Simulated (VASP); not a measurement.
Given:

```
Ta
1.0
   -1.65000     1.65000     1.65000
    1.65000    -1.65000     1.65000
    1.65000     1.65000    -1.65000
Ta
1
Direct
  0.00000   0.00000   0.00000
```

Level of theory: PBE GGA, VASP's PBE PAW potentials (set 64) (plane waves; VASP). Numerical set-up: 300 eV cut-off, 14×14×14 Γ-centred mesh, Fermi-Dirac smearing of 0.050 eV, potentials Ta_pv.

### Question
Give the energies of bands 4 to 8 at the high-symmetry points, in eV from the Fermi level.

### Answer

| band | Γ | H | N | P |
|---|---|---|---|---|
| 4 | -7.92 | -3.81 | -4.38 | -1.23 |
| 5 | 0.74 | -3.81 | -1.54 | -1.23 |
| 6 | 0.74 | 6.86 | 1.60 | -1.23 |
| 7 | 0.74 | 6.86 | 3.90 | 5.11 |
| 8 | 4.02 | 6.86 | 4.93 | 5.11 |

It has no gap at this level: it comes out as a metal or semimetal.

The structure is a typed Ta crystal (Im-3m). The cell was not relaxed at this level.
